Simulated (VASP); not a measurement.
OSZICAR of a VASP run on Ta (bcc):

OSZICAR:
```
       N       E                     dE             d eps       ncg     rms          rms(c)
DAV:   1     0.496412894099E+02    0.49641E+02   -0.62907E+03  2610   0.112E+03
DAV:   2    -0.927184060291E+01   -0.58913E+02   -0.58058E+02  3133   0.244E+02
DAV:   3    -0.100966301520E+02   -0.82479E+00   -0.81197E+00  2980   0.302E+01
DAV:   4    -0.101017732045E+02   -0.51431E-02   -0.51419E-02  2934   0.202E+00
DAV:   5    -0.101018007885E+02   -0.27584E-04   -0.27582E-04  2919   0.138E-01    0.199E+01
DAV:   6     0.513216351121E+01    0.15234E+02   -0.86520E+00  2640   0.455E+01    0.456E+00
DAV:   7     0.555740464776E+01    0.42524E+00   -0.11287E+00  2759   0.147E+01    0.979E-01
DAV:   8     0.566228556119E+01    0.10488E+00   -0.11837E+00  2631   0.159E+01    0.199E+00
DAV:   9     0.481814118763E+01   -0.84414E+00   -0.48482E-01  2647   0.118E+01    0.330E-01
DAV:  10     0.483263626822E+01    0.14495E-01   -0.19443E-02  2672   0.226E+00    0.525E-01
DAV:  11     0.481431537364E+01   -0.18321E-01   -0.43595E-03  2642   0.124E+00    0.217E-01
DAV:  12     0.481318638634E+01   -0.11290E-02   -0.11859E-03  2669   0.419E-01    0.103E-01
DAV:  13     0.481325517280E+01    0.68786E-04   -0.78236E-05  2732   0.124E-01    0.702E-02
DAV:  14     0.481325790474E+01    0.27319E-05   -0.41502E-05  2676   0.884E-02    0.142E-02
DAV:  15     0.481326180088E+01    0.38961E-05   -0.23996E-05  2731   0.598E-02    0.148E-02
DAV:  16     0.481325542650E+01   -0.63744E-05   -0.13715E-06  2682   0.149E-02    0.121E-02
DAV:  17     0.481325714565E+01    0.17191E-05   -0.38712E-07  2670   0.886E-03    0.170E-03
DAV:  18     0.481325480396E+01   -0.23417E-05   -0.12953E-07  2395   0.519E-03    0.111E-03
DAV:  19     0.481325557562E+01    0.77166E-06   -0.11434E-08  1336   0.152E-03    0.246E-04
DAV:  20     0.481325505017E+01   -0.52545E-06   -0.65315E-09  1332   0.106E-03    0.140E-04
DAV:  21     0.481325499295E+01   -0.57211E-07   -0.83322E-10  1327   0.422E-04
   1 F= 0.48132550E+01 E0= 0.48134558E+01  d E =-.602358E-03
```

Problem. Which electronic solver shows in the log?

Solution. It is blocked Davidson (ALGO = Normal, or the opening steps of other solvers). The INCAR had ALGO = Normal.

Problem. Can the final energy be trusted as converged?

Solution. Self-consistency was reached. It stopped with EDIFF = 1E-7, NELM = 100 (MS2 meta-GGA, plane waves, VASP's PBE PAW potentials (set 64)).

The compound is Ta in the bcc structure. This cell is one point of a volume scan, at 1.06 of the reference volume.
